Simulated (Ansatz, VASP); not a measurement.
# LuGe3O: VASP beside Ansatz

```xyz
5
Lattice="4.4437 0.0000 0.0000 0.0000 4.4437 0.0000 0.0000 0.0000 4.4437" Properties=species:S:1:pos:R:3 pbc="T T T"
Lu    0.0000    0.0000    0.0000
Ge    0.0000    2.2219    2.2219
Ge    2.2219    0.0000    2.2219
Ge    2.2219    2.2219    0.0000
O     2.2219    2.2219    2.2219
```

Change from the starting cell: species swapped into the ScRh3C type (Pm-3m, No. 221).

Alike in both runs: functional PBE; k mesh 8 × 8 × 8; occupations gaussian, width 0.1 eV; no spin polarisation.

Ansatz relaxed the structure, and its values are those at the end. VASP's run is a single point on that final structure, the one shown.

|  | VASP | Ansatz |
| --- | --- | --- |
| version | VASP 6.6.1 | Ansatz 0.2.0 |
| potentials or method | VASP PAW PBE potentials, release 64 (Lu, Ge_d, O) | scalar-relativistic, plane waves, PAW |
| plane-wave cutoff (eV) | 520 | 420 |
| valence electrons in the cell | 73 | 73 |

```tsv
	VASP	Ansatz	Ansatz less VASP
gap on the k mesh at the Fermi level (eV)	none	none	-
pressure (GPa)	0.2	0.0	-0.14
```

A gap of «none» marks a metal or a gap that the smearing closes. The functional is the same, so the differences come from potentials, cutoffs and numerics.

Caveats: an odd number of electrons without spin polarisation forces a metal; a magnetic or distorted state may lie lower. Spin-orbit coupling is left out, which matters for the levels of Lu.
